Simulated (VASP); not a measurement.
LuBe:

```
Lu Be
1.0
     3.32037    0.00000    0.00000
     0.00000    3.32037    0.00000
     0.00000    0.00000    3.32037
Lu Be
1 1
Direct
  0.00000 0.00000 0.00000
  0.50000 0.50000 0.50000
```

The cell was built by a generator and needn't be a form met in nature.

* Program: VASP 6.6.1
* Task: relaxation of cell and atoms
* Functional: revPBE
* Potentials or basis: VASP PAW PBE potentials, release 64 (Lu, Be)
* Cutoff: 600 eV
* k mesh: 8 × 8 × 8
* Occupations: fermi-dirac, width 0.05 eV
* Spin: no spin polarisation

At the start: pressure 2.0 GPa; volume 18.30 Å³/atom.

Q: How do energy, volume and symmetry change on relaxing?

A: Over 3 steps the energy falls by 3.2 meV/atom and the volume is 18.83 Å³/atom (+2.9 %); space group Pm-3m (No. 221, to 0.05 Å).

The path:
```
step  energy change (eV)  largest force (eV/Å)  pressure (GPa)  volume (Å³)
   1              0.0000                0.0000            1.97        36.61
   2             -0.0062                0.0000           -0.27        37.81
   3             -0.0064                0.0000           -0.02        37.66
```

Final structure:
```yaml
crystal:
  lattice:
    - [3.35185, 0.00000, 0.00000]
    - [0.00000, 3.35185, 0.00000]
    - [0.00000, 0.00000, 3.35185]
  atoms:
    - { symbol: Lu, position: [0.00000, 0.00000, 0.00000] }
    - { symbol: Be, position: [0.50000, 0.50000, 0.50000] }
```

Caveat: the PAW data sets were made with another functional, which shifts forces and pressure a little.
